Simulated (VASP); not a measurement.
VASP input:

### POSCAR
```
LaB6
1.0
  3.9775226538   0.0000000000   0.0000000000
  0.0000000000   3.9775226538   0.0000000000
  0.0000000000   0.0000000000   3.9775226538
La B
1 6
Cart
  0.0000000000   3.9775226538   3.9775226538
  3.1867701680   1.9887613269   1.9887613269
  1.9887613269   0.7907524858   1.9887613269
  1.9887613269   3.1867701680   1.9887613269
  0.7907524858   1.9887613269   1.9887613269
  1.9887613269   1.9887613269   3.1867701680
  1.9887613269   1.9887613269   0.7907524858
```

### KPOINTS
```
Automatic mesh
0
Gamma
 8 8 8
```

### INCAR
```
ALGO = Normal
EDIFF = 1E-6
EDIFFG = -0.02
ENCUT = 620
IBRION = 2
ISIF = 3
ISMEAR = 1
LASPH = .TRUE.
LCHARG = .FALSE.
LMAXMIX = 6
LREAL = .FALSE.
LWAVE = .FALSE.
NELM = 100
NSW = 40
PREC = Accurate
PSTRESS = 200
SIGMA = 0.1
SYSTEM = LaB6
```

POTCAR, in this order: La B (LDA.64 set). Program: vasp_std.

Q: Translate this LDA calculation to Ansatz.

A: One equivalent input (not run):
Ansatz 0.2 input:
```yaml
crystal:
  lattice:
    - [3.9775227, 0.0000000, 0.0000000]
    - [0.0000000, 3.9775227, 0.0000000]
    - [0.0000000, 0.0000000, 3.9775227]
  atoms:
    - { symbol: La, position: [0.0000000, 1.0000000, 1.0000000] }
    - { symbol: B, position: [0.8011947, 0.5000000, 0.5000000] }
    - { symbol: B, position: [0.5000000, 0.1988053, 0.5000000] }
    - { symbol: B, position: [0.5000000, 0.8011947, 0.5000000] }
    - { symbol: B, position: [0.1988053, 0.5000000, 0.5000000] }
    - { symbol: B, position: [0.5000000, 0.5000000, 0.8011947] }
    - { symbol: B, position: [0.5000000, 0.5000000, 0.1988053] }
kpoints:
  mp_grid: { grid: [8, 8, 8] }
hamiltonian:
  xc: lda
  pseudopotentials: { kind: paw }
scf:
  occupations: { method: methfessel_paxton, width: 0.1 }
  max_iter: 100
relax:
  max_steps: 40
  f_tol: 0.02
  cell: { p_target: 20 }
output: { forces: true, stress: true, eigenvalues: true }
```
What does not carry over: each code has its own PAW files, so the cut-off isn't converted (ENCUT is set for VASP's; basis.ecutwfc is left out, and Ansatz then takes the one that its files recommend); Ansatz stops its SCF on the density residual and VASP on the energy change (EDIFF); Ansatz's lda is the Perdew-Wang form, while the LDA potentials of VASP carry Perdew-Zunger's.

The compound is LaB6 in the cab6 structure. It was relaxed first under an external pressure of 20 GPa.
